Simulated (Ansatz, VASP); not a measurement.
# Cross-check of Te2Mo between VASP and Ansatz

One calculation is typed for both programs; each brings its own data sets and cutoff. How far apart do they land? The cell is taken from a series of VASP runs on this material, whose earlier steps may have relaxed, scaled or displaced it; both programs get it as it stands.

Calculated with Ansatz 0.2.0; plane waves, with VASP 6.6.1 beside it; single point at PBE and dielectric response at PBE.

## (1) The starting structure

Symmetry: P6_3/mmc, No. 194, hexagonal system. Conventional cell: a = 3.552 Å, b = 3.552 Å, c = 14.848 Å, α = 90.00°, β = 90.00°, γ = 120.00°. Nearest to Te lie 3 Mo at 2.74 Å. Nearest to Mo lie 6 Te at 2.74 Å. Farther neighbours and most contacts between anions are not listed.

## (2) Ansatz: single point, PBE

Ansatz runs on its default PAW (the set named soft_2) files.

A single point gives forces, pressure and levels at one fixed geometry, so differences don't come from the geometry; what else differs is listed under the comparison.

input.yaml

```yaml
crystal:
  lattice:
    - [3.5521460536, 0.0, 0.0]
    - [-1.7760730269, 3.0762487204, 0.0]
    - [0.0, 0.0, 14.8481056287]
  atoms:
    - { symbol: Te, position: [0.3333333333, 0.6666666667, 0.6280875356] }
    - { symbol: Te, position: [0.6666666667, 0.3333333333, 0.1280875356] }
    - { symbol: Te, position: [0.3333333333, 0.6666666667, 0.8719124644] }
    - { symbol: Te, position: [0.6666666667, 0.3333333333, 0.3719124644] }
    - { symbol: Mo, position: [0.3333333333, 0.6666666667, 0.25] }
    - { symbol: Mo, position: [0.6666666667, 0.3333333333, 0.75] }
hamiltonian:
  xc: pbe
  pseudopotentials: { kind: paw }
kpoints:
  mp_grid: { grid: [6, 6, 2] }
scf:
  occupations: { method: gaussian, width: 0.05 }
  n_extra_bands: 5
output:
  forces: true
  stress: true
  eigenvalues: true
  write_density: true
  write_potential: true
  elf: true
  volumetric_format: npy
```

Run with:

```console
$ ansatz run input.yaml --threads 4 --pin off --max-ram 9216MiB --backend cpu --events-out ev --progress --plain --runs-dir out
```

Numbers of over 12 decimals in the logs are rounded to 6 here.

What it wrote:

```text
scf.n_extra_bands = 5 over 46 filled bands (N_el = 92.0): the run solves 51 bands
Engine: ansatz 0.2.0, aarch64-unknown-linux-gnu
Pseudopotentials: kind: paw
Pseudopotential: Te, paw, valence charge 16, recommended cutoff 420 eV (normal), Te.paw.azcp
Pseudopotential: Mo, paw, valence charge 14, recommended cutoff 420 eV (normal), Mo.paw.azcp
Functional definition: PBE
  parameter kappa = 0.804
  parameter beta = 0.066725
  exchange = pbe_x(kappa = kappa, mu = beta*pi^2/3)
  correlation = pbe_c(beta = beta)
Crystal: 6 atoms, lattice volume = 162.249 Å³
Basis set: ecut = 420 eV, 3151 PW (Γ), exchange–correlation on 48×48×200 points (8 copies of the dense FFT grid, shifted against one another)
Bands: 51, of which v1, the nominal top of the filled ones, is band 46 counted from 1 (45 counted from 0)
Symmetry: 24 space group operations
Space group: P63/mmc (ITA 194), of the structure as read, at distance tolerance 5.5e-5 Å
k-points: 14 of 72
Non-local potential: Te, projectors of the file, l = 0: 2, l = 1: 2, l = 2: 2, l = 3: 2
Non-local potential: Mo, projectors of the file, l = 0: 3, l = 1: 2, l = 2: 2, l = 3: 1
PAW form: soft (Blöchl's): semilocal exchange-correlation on the pseudo side does not see the compensation charge
PAW one-centre angular grid: Te, 590 points (default); XC on 64 Gauss nodes
PAW one-centre angular grid: Mo, 590 points (default); XC on 64 Gauss nodes
Initial density: superposition of atomic densities (neutral atoms: chi_scale 0, normalization atom), corrected by the library's trained network
Initial wavefunctions: pseudopotential atomic-orbital guess
Functional: x = pbe(κ = 0.804, μ = 0.219515), c = pbe(β = 0.066725)
SCF iter   1: F=—  HF=-37833.465552 eV  |F-HF|=—  |Δ(HF+E_count)|=         —  Δρ=4.25e-3  dr2=1.41e-2  ethr=1.77e-3  ⟨swp⟩=6.2  Hψ=2669  notcnv=0
preconditioner: auto → Resta (q_TF=auto, 2.482 Å⁻¹)  ε∞=9.1  [insulator: Δε(μ)=1.001 eV  Ē_g=6.139 eV  σ=0.050 eV  W_gap=1.00  n_scr=52 (ndim 8)  ℏωp=17.5 eV  f_vac=0.067  D(μ)=0.00/eV (n_scr^D=0)  ε∞_Penn≈9.1]
SCF iter   2: F=—  HF=-37833.472955 eV  |F-HF|=—  |Δ(HF+E_count)|=   7.40e-3  Δρ=2.46e-3  dr2=4.10e-3  ethr=1.53e-5  ⟨swp⟩=2.0  Hψ=1140  notcnv=0
SCF iter   3: F=—  HF=-37833.476515 eV  |F-HF|=—  |Δ(HF+E_count)|=   3.56e-3  Δρ=1.02e-3  dr2=3.09e-3  ethr=4.46e-6  ⟨swp⟩=2.0  Hψ=933  notcnv=0
SCF iter   4: F=—  HF=-37833.476674 eV  |F-HF|=—  |Δ(HF+E_count)|=   1.58e-4  Δρ=1.51e-4  dr2=4.87e-5  ethr=3.36e-6  ⟨swp⟩=2.0  Hψ=876  notcnv=0
SCF iter   5: F=—  HF=-37833.476726 eV  |F-HF|=—  |Δ(HF+E_count)|=   5.20e-5  Δρ=5.51e-5  dr2=1.26e-5  ethr=5.30e-8  ⟨swp⟩=2.0  Hψ=947  notcnv=0
SCF iter   6: F=—  HF=-37833.476731 eV  |F-HF|=—  |Δ(HF+E_count)|=   5.27e-6  Δρ=1.56e-5  dr2=6.74e-7  ethr=1.37e-8  ⟨swp⟩=2.0  Hψ=934  notcnv=0
SCF iter   7: F=-37833.476732 eV  HF=-37833.476732 eV  |F-HF|=4.09e-8  |Δ(HF+E_count)|=   4.47e-7  Δρ=5.01e-6  dr2=6.86e-8  ethr=1.09e-10  ⟨swp⟩=13.4  Hψ=5255  notcnv=0
SCF 1 converged in 7 iterations: F = -37833.476732 eV  dr2 = 6.86e-8
  greatest PAW one-centre occupation: 0.998 electrons in one spin orbital (limit 2), on the Mo atom at site 5 (counted from 0), in its partial waves of l = 0
SCF converged after 7 iterations
Free energy (F): -37833.476732 eV
Harris-Foulkes:  -37833.476732 eV  (|F-HF|=4.09e-8)
Internal energy: -37833.476732 eV  (E = F + TS)
E sigma→0 (E₀):  -37833.476732 eV
Fermi energy:    11.545317 eV
--- Per-component energies (eV) ---
  E_band       = -1262.228632
  E_kinetic    = 1605.812864
  E_local      = -8545.947877  (includes V_loc(G=0)·N_el)
  E_nonlocal   = -952.868041
  E_hartree    = 4657.952200
  E_xc         = -864.258842
  E_vxc        = -874.850480  (∫ρ·V_xc dr)
  E_paw        = -25053.791445  (= ΣΔE_a)
  E_vpaw       = -1810.267662  (= ΣTr[D̂ρ^β])
  E_aug_tail   = -0.000662  (compensation charges beyond the density's cutoff)
  E_ewald      = -8680.374928
  E_smearing   = -0.000000  (= −TS)
  E_closure    = 0.000000  (closes the sum)
  Σ components = -37833.476732   (vs F -37833.476732, Δ=0.00e0)
--- Forces (eV/Å), atoms counted from 1 ---
  atom   1  Te    -0.00000000    -0.00000000     0.01165656
  atom   2  Te     0.00000000     0.00000000     0.01165656
  atom   3  Te    -0.00000000    -0.00000000    -0.01165656
  atom   4  Te     0.00000000     0.00000000    -0.01165656
  atom   5  Mo     0.00000000     0.00000000     0.00000000
  atom   6  Mo    -0.00000000    -0.00000000     0.00000000
  max |Σ_I F_I| component: 1.04e-17 eV/Å
--- Stress (GPa, compression-positive) ---
        0.213456       0.000000       0.000000
        0.000000       0.213456       0.000000
        0.000000       0.000000       0.171298
  P = ⅓ Tr σ = 0.1994 GPa (1.994 kbar)
--- Band table (eV; the first three rows and the last of 14) ---
  k-point 0: bands = [... 42 lower, 10.1341, 10.2229, 10.3209, 10.9722, 14.0000, 14.0000, 14.0610, 14.0610, ... 1 higher]
  k-point 1: bands = [... 42 lower, 10.1266, 10.1266, 10.8379, 10.8379, 14.0237, 14.0237, 14.0237, 14.0237, ... 1 higher]
  k-point 2: bands = [... 42 lower, 9.9426, 10.2560, 10.6408, 10.6605, 12.8515, 13.1165, 13.1473, 13.3316, ... 1 higher]
  k-point 13: bands = [... 42 lower, 9.2302, 9.2302, 10.9813, 10.9813, 12.0796, 12.0796, 12.8203, 12.8203, ... 1 higher]
```

Run time: 3.7 s. Hardware: 4 threads of Arm Neoverse N1, shared host; peak memory 0.56 GiB.

The column dr2 measures how far the density is from self-consistency, as an energy; F and HF (Harris–Foulkes) agree once it is small.

The run ends at a pressure of 0.20 GPa, with forces up to 0.012 eV/Å.

## (3) VASP: single point, PBE

The same cell, functional, mesh and smearing now go to VASP, with its own data sets and cutoff.

Lines of VASP's logs that name or quote its potential files are left out, and so is its time.

INCAR

```
SYSTEM = Te2Mo
PREC = Accurate
ENCUT = 400
EDIFF = 1E-06
NELM = 100
ISMEAR = 0
SIGMA = 0.05
LREAL = .FALSE.
ALGO = Normal
GGA = PE
NBANDS = 32
LASPH = .TRUE.
LORBIT = 11
LWAVE = .FALSE.
LCHARG = .TRUE.
ISIF = 2
LELF = .TRUE.
LVHAR = .TRUE.
```

POSCAR

```
Te2Mo
1.0
    3.5521460536      0.0000000000      0.0000000000
   -1.7760730269      3.0762487204      0.0000000000
    0.0000000000      0.0000000000     14.8481056287
Te Mo
4 2
Direct
    0.3333333333      0.6666666667      0.6280875356
    0.6666666667      0.3333333333      0.1280875356
    0.3333333333      0.6666666667      0.8719124644
    0.6666666667      0.3333333333      0.3719124644
    0.3333333333      0.6666666667      0.2500000000
    0.6666666667      0.3333333333      0.7500000000
```

KPOINTS

```
Automatic mesh
0
Gamma
6 6 2
0 0 0
```

PAW data sets: Te and Mo_sv (PBE family, release 64).

Run with:

```console
$ mpirun -np 4 vasp_std
```

What it wrote:

```text
[banner, memory and clock lines left out]
running    4 mpi-ranks, on    1 nodes
 distrk:  each k-point on    4 cores,    1 groups
 distr:  one band on    1 cores,    4 groups

 POSCAR found type information on POSCAR TeMo
 POSCAR found :  2 types and       6 ions
 LDA part: xc-table for (Slater+PW92), standard interpolation
 POSCAR, INCAR and KPOINTS ok, starting setup
 FFT: planning ... GRIDC
 FFT: planning ... GRID_SOFT
 FFT: planning ... GRID
 WAVECAR not read
 entering main loop
       N       E                     dE             d eps       ncg     rms          rms(c)
DAV:   1     0.326720583670E+03    0.32672E+03   -0.23988E+04  1088   0.117E+03
DAV:   2    -0.186699021696E+02   -0.34539E+03   -0.33593E+03  1152   0.296E+02
DAV:   3    -0.368918415791E+02   -0.18222E+02   -0.18015E+02  1128   0.582E+01
DAV:   4    -0.373748798658E+02   -0.48304E+00   -0.48158E+00  1144   0.943E+00
DAV:   5    -0.373917848870E+02   -0.16905E-01   -0.16901E-01  1200   0.165E+00    0.206E+01
DAV:   6    -0.366459265580E+02    0.74586E+00   -0.95215E+00  1000   0.150E+01    0.885E+00
DAV:   7    -0.365075985763E+02    0.13833E+00   -0.87281E+00   984   0.122E+01    0.632E+00
DAV:   8    -0.360737215060E+02    0.43388E+00   -0.16352E+00  1112   0.580E+00    0.282E+00
DAV:   9    -0.360720047664E+02    0.17167E-02   -0.27081E-01  1128   0.234E+00    0.107E+00
DAV:  10    -0.360651071190E+02    0.68976E-02   -0.48005E-02  1120   0.111E+00    0.293E-01
DAV:  11    -0.360655277937E+02   -0.42067E-03   -0.21630E-03  1080   0.244E-01    0.179E-01
DAV:  12    -0.360654523573E+02    0.75436E-04   -0.13975E-04  1080   0.674E-02    0.124E-01
DAV:  13    -0.360654421598E+02    0.10197E-04   -0.14254E-04  1152   0.600E-02    0.347E-02
DAV:  14    -0.360654440296E+02   -0.18697E-05   -0.69966E-06  1000   0.108E-02    0.301E-02
DAV:  15    -0.360654444061E+02   -0.37649E-06   -0.16624E-06   856   0.566E-03
   1 F= -.36065444E+02 E0= -.36065444E+02  d E =-.879570E-21
```

Parts of OUTCAR (step 3):

```text
ion  position               nearest neighbor table
   1  0.333  0.667  0.628-   6 2.74   6 2.74   6 2.74   3 3.62
   2  0.667  0.333  0.128-   5 2.74   5 2.74   5 2.74   4 3.62
   3  0.333  0.667  0.872-   6 2.74   6 2.74   6 2.74   1 3.62
   4  0.667  0.333  0.372-   5 2.74   5 2.74   5 2.74   2 3.62
   5  0.333  0.667  0.250-   2 2.74   4 2.74   2 2.74   4 2.74   2 2.74   4 2.74
   6  0.667  0.333  0.750-   1 2.74   3 2.74   1 2.74   3 2.74   1 2.74   3 2.74

  LATTYP: Found a hexagonal cell.
 ALAT       =     3.5521460536
 C/A-ratio  =     4.1800380403

 Subroutine GETGRP returns: Found 24 space group operations
 (whereof 12 operations were pure point group operations)

The static configuration has the point symmetry D_3d.
 The point group associated with its full space group is D_6h.

 Found     14 irreducible k-points:

   k-points           NKPTS =     14   k-points in BZ     NKDIM =     14   number of bands    NBANDS=     32

   dimension x,y,z NGX =    24 NGY =   24 NGZ =   98
   dimension x,y,z NGXF=    48 NGYF=   48 NGZF=  196

   ENCUT  =  400.0 eV  29.40 Ry    5.42 a.u.   5.79  5.79 24.21*2*pi/ulx,y,z

   NELECT =      52.0000    total number of electrons

 k-points in reciprocal lattice and weights: Automatic mesh
   0.00000000  0.00000000  0.00000000       0.014
   0.16666667  0.00000000  0.00000000       0.083
   0.33333333  0.00000000  0.00000000       0.083
   0.50000000  0.00000000  0.00000000       0.042
   0.16666667  0.16666667  0.00000000       0.083
   0.33333333  0.16666667  0.00000000       0.167
   0.33333333  0.33333333  0.00000000       0.028
   0.00000000  0.00000000  0.50000000       0.014
   0.16666667  0.00000000  0.50000000       0.083
[...]
0.33333333  0.16666667  0.50000000       0.167
   0.33333333  0.33333333  0.50000000       0.028

 average (electrostatic) potential at core
       1 -87.1417       2 -87.1417       3 -87.1417       4 -87.1417       5 -74.4507
       6 -74.4507

 E-fermi :   7.3756

 k-point     1 :       0.0000    0.0000    0.0000
  band No.  band energies     occupation
    ...
     22       6.1335      2.00000
     23       6.1335      2.00000
     24       6.2267      2.00000
     25       6.3329      2.00000
     26       6.9807      2.00000
     27      10.0092      0.00000
     28      10.0092      0.00000
     29      10.0695      0.00000
     30      10.0695      0.00000
     31      10.2548      0.00000
    ...

 k-point     2 :       0.1667    0.0000    0.0000
  band No.  band energies     occupation
    ...
     22       5.7041      2.00000
     23       5.9495      2.00000
     24       6.2594      2.00000
     25       6.6573      2.00000
     26       6.6682      2.00000
     27       8.8601      0.00000
     28       9.1229      0.00000
     29       9.1555      0.00000
     30       9.3348      0.00000
     31       9.5615      0.00000
    ...

 k-point     3 :       0.3333    0.0000    0.0000
  band No.  band energies     occupation
    ...
     22       5.8005      2.00000
     23       5.9705      2.00000
     24       6.1116      2.00000
     25       6.2840      2.00000
     26       6.3493      2.00000
     27       8.2747      0.00000
     28       8.6648      0.00000
     29       8.7287      0.00000
     30       8.7759      0.00000
     31       9.2958      0.00000
    ...

  Total       -0.0018179     -0.0018179      0.0309679      0.0000000      0.0000000      0.0000000
  in kB       -0.0179516     -0.0179516      0.3058009      0.0000000      0.0000000      0.0000000
  external PRESSURE =       0.0899659 kB  Pullay stress =       0.0000000 kB

  energy-cutoff  :      400.00
  volume of cell :      162.25
      direct lattice vectors                 reciprocal lattice vectors
     3.552146054  0.000000000  0.000000000     0.281519956  0.162535622  0.000000000
    -1.776073027  3.076248720  0.000000000     0.000000000  0.325071245  0.000000000
     0.000000000  0.000000000 14.848105629     0.000000000  0.000000000  0.067348659

 POSITION                                       TOTAL-FORCE (eV/Angst)
 -----------------------------------------------------------------------------------
     -0.00000      2.05083      9.32591         0.000000      0.000000     -0.003003
      1.77607      1.02542      1.90186        -0.000000     -0.000000     -0.003003
     -0.00000      2.05083     12.94625         0.000000      0.000000      0.003003
      1.77607      1.02542      5.52220        -0.000000      0.000000      0.003003
     -0.00000      2.05083      3.71203        -0.000000      0.000000     -0.000000
      1.77607      1.02542     11.13608         0.000000     -0.000000     -0.000000
 -----------------------------------------------------------------------------------
    total drift:                               -0.000000      0.000000     -0.000000

  FREE ENERGIE OF THE ION-ELECTRON SYSTEM (eV)
  ---------------------------------------------------
  free  energy   TOTEN  =       -36.0654444061 eV

  energy  without entropy=      -36.0654444061  energy(sigma->0) =      -36.06544441

 total charge
# of ion       s       p       d       tot
------------------------------------------
    1        1.385   1.971   0.059   3.415
    2        1.385   1.971   0.059   3.415
    3        1.385   1.971   0.059   3.415
    4        1.385   1.971   0.059   3.415
    5        2.250   6.141   3.957  12.349
    6        2.250   6.141   3.957  12.349
--------------------------------------------------
tot         10.040  20.165   8.151  38.356

[... 3 further parts left out ...]
```

This run has no spin polarisation, so a moment on Mo, if there is one, isn't seen.

## (4) Differences

Known differences besides the potentials themselves: the data sets hold 92 valence electrons in Ansatz (default PAW (the set named soft_2) files) and 52 in VASP; the cutoff is 420 eV in Ansatz and 400 eV in VASP. Total energies have different zeros and are not compared.

Both answers:

```csv
quantity,Ansatz,VASP,difference
pressure (GPa),0.20,0.01,+0.19
gap on the k mesh (eV),0.988,0.993,-0.005
```

At this near-relaxed geometry the largest component of a force difference is 15 meV/Å. A gap on the mesh is an upper bound, since the band edges may lie between its points.

## (5) Further runs

Further runs change the set-up of one program: Ansatz's method, potentials or start, or VASP's data sets, cutoff or form of LDA. The table gives Ansatz less VASP for each quantity, since a change that brings one quantity closer may part another.

```csv
run,r.m.s. force difference (meV/Å),pressure (GPa),gap on the k mesh (eV)
as above,6.9,0.19,-0.0051
Ansatz's all-electron LAPW method,7.2,0.19,-0.0047
```

[end of part 1 of 2]

[Lines on the potential files, build, host, timing and source positions are cut from VASP's logs without a mark.]

[Logs are printed without paths, hosts, clocks, repeated set-up lines and the standing remarks that a program may print on its own settings, such as how far it seeks lower states.]

[Hosts, paths, dates, database ids (printed as entryN), source tags and the programs' standing remarks are cut or masked in the printed files.]
